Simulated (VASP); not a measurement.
An input for Ansatz (written as the equivalent of a VASP run, and not itself run):

Ansatz 0.2 input:
```yaml
crystal:
  lattice:
    - [0.0000000, 3.8248260, 3.8248260]
    - [3.8248260, 0.0000000, 3.8248260]
    - [3.8248260, 3.8248260, 0.0000000]
  atoms:
    - { symbol: I, position: [0.2500000, 0.2500000, 0.2500000] }
    - { symbol: Tl, position: [0.0000000, 0.0000000, 0.0000000] }
kpoints:
  mp_grid: { grid: [6, 6, 6] }
hamiltonian:
  xc: pbe
  pseudopotentials: { kind: paw }
scf:
  occupations: { method: gaussian, width: 0.136 }
  max_iter: 100
output: { forces: true, stress: true, eigenvalues: true }
```

Q: Translate this input to VASP (INCAR, KPOINTS, POSCAR, choice of POTCAR).

A: This is not unique; one that fits is 
### POSCAR
```
TlI
1
    0.0000000000     3.8248260000     3.8248260000
    3.8248260000     0.0000000000     3.8248260000
    3.8248260000     3.8248260000     0.0000000000
I Tl
1 1
Direct
  0.2500000000   0.2500000000   0.2500000000
  0.0000000000   0.0000000000   0.0000000000
```

File KPOINTS:
```
Automatic mesh
0
Gamma
6 6 6
0 0 0
```

### INCAR
```
! general
SYSTEM  = TlI
PREC    = Accurate
ENCUT   = 300   ! plane-wave cut-off (eV)
LREAL   = .False.
LASPH   = .True.

! electronic loop
EDIFF   = 1E-6   ! SCF stop (eV)
NELM    = 100
ALGO    = Normal   ! blocked Davidson
LMAXMIX = 4

! smearing
ISMEAR  = 0   ! Gaussian
SIGMA   = 0.136   ! width (eV)

! functional
GGA     = PE   ! PBE

! ions
ISIF    = 2

! output
LWAVE   = .False.
LCHARG  = .False.
```

POTCAR, in this order: I Tl_d (PBE.64 set). Program: vasp_std.

The two are equivalent in intent, not identical: each code has its own PAW files, so the cut-off isn't converted (ENCUT is set for VASP's; basis.ecutwfc is left out, and Ansatz then takes the one that its files recommend); Ansatz stops its SCF on the density residual and VASP on the energy change (EDIFF).

The structure was generated: TlI was put into an ordered model structure, which need not be its known phase. The cell was not relaxed at this level, and its volume differs by -5.9 % from the start's.
